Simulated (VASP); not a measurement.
OSZICAR of a VASP run on CdF₂ (space group Fm-3m):

**OSZICAR**
```
       N       E                     dE             d eps       ncg     rms          rms(c)
DAV:   1     0.164874043765E+03    0.16487E+03   -0.14136E+04   712   0.127E+03
DAV:   2    -0.595223592727E+01   -0.17083E+03   -0.16762E+03   761   0.344E+02
DAV:   3    -0.125335596409E+02   -0.65813E+01   -0.65661E+01   712   0.765E+01
DAV:   4    -0.125606249704E+02   -0.27065E-01   -0.27062E-01   788   0.496E+00
DAV:   5    -0.125607063419E+02   -0.81372E-04   -0.81371E-04   720   0.237E-01    0.102E+01
DAV:   6    -0.109011507597E+02    0.16596E+01   -0.47235E+00   895   0.421E+01    0.750E+00
DAV:   7    -0.109285742247E+02   -0.27423E-01   -0.79086E-01   685   0.901E+00    0.435E+00
DAV:   8    -0.109169591035E+02    0.11615E-01   -0.14845E-01   742   0.390E+00    0.659E-01
DAV:   9    -0.109084786974E+02    0.84804E-02   -0.38931E-02   862   0.248E+00    0.903E-02
DAV:  10    -0.109090676481E+02   -0.58895E-03   -0.27608E-03   699   0.652E-01    0.110E-01
DAV:  11    -0.109091514391E+02   -0.83791E-04   -0.12492E-04   757   0.141E-01    0.375E-02
DAV:  12    -0.109091735521E+02   -0.22113E-04   -0.48413E-05   700   0.666E-02    0.144E-02
DAV:  13    -0.109091748657E+02   -0.13136E-05   -0.58458E-06   781   0.216E-02    0.447E-03
DAV:  14    -0.109091746349E+02    0.23080E-06   -0.87702E-07   511   0.146E-02
   1 F= -.10909175E+02 E0= -.10909175E+02  d E =-.134110E-10
```

Question: Which electronic solver shows in the log?

Answer: It is blocked Davidson (ALGO = Normal, or the opening steps of other solvers). The INCAR had ALGO = Normal.

Question: Can the final energy be trusted as converged?

Answer: The run converged. It stopped with EDIFF = 1E-6, NELM = 100 (PBE GGA, plane waves, VASP's PBE PAW potentials (set 64)).

The structure comes from a computed database's CdF2 entry; how it stands against other phases isn't given here. The cell was not relaxed at this level.
